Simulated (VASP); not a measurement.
Ta:

```
Ta
1.0
    -1.65128    1.65128    1.65128
     1.65128   -1.65128    1.65128
     1.65128    1.65128   -1.65128
Ta
1
Cartesian
  0.0000 0.0000 0.0000
```

```yaml
Program: VASP 6.6.1
Task: relaxation of cell and atoms
Functional: PBEsol
Potentials_or_basis: VASP PAW PBE potentials, release 64 (Ta_pv)
Cutoff: 600 eV
k_mesh: 16 × 16 × 16
Occupations: methfessel-paxton, width 0.1 eV
Spin: no spin polarisation
```

At the start: pressure -3.5 GPa; volume 18.01 Å³/atom.

Q: How do energy, volume and symmetry change on relaxing?

A: Over 3 steps the energy falls by 3.5 meV/atom and the volume is 17.70 Å³/atom (-1.7 %); space group Im-3m (No. 229, to 0.05 Å).

Step by step:
```
step  energy change (eV)  largest force (eV/Å)  pressure (GPa)  volume (Å³)
   1              0.0000                0.0000           -3.50        18.01
   2              0.0146                0.0000            8.67        17.00
   3             -0.0035                0.0000           -0.04        17.70
```

Final structure:
```yaml
crystal:
  lattice:
    - [-1.64169, 1.64169, 1.64169]
    - [1.64169, -1.64169, 1.64169]
    - [1.64169, 1.64169, -1.64169]
  atoms:
    - { symbol: Ta, position: [0.00000, 0.00000, 0.00000] }
```

Caveat: the PAW data sets were made with another functional, which shifts forces and pressure a little.
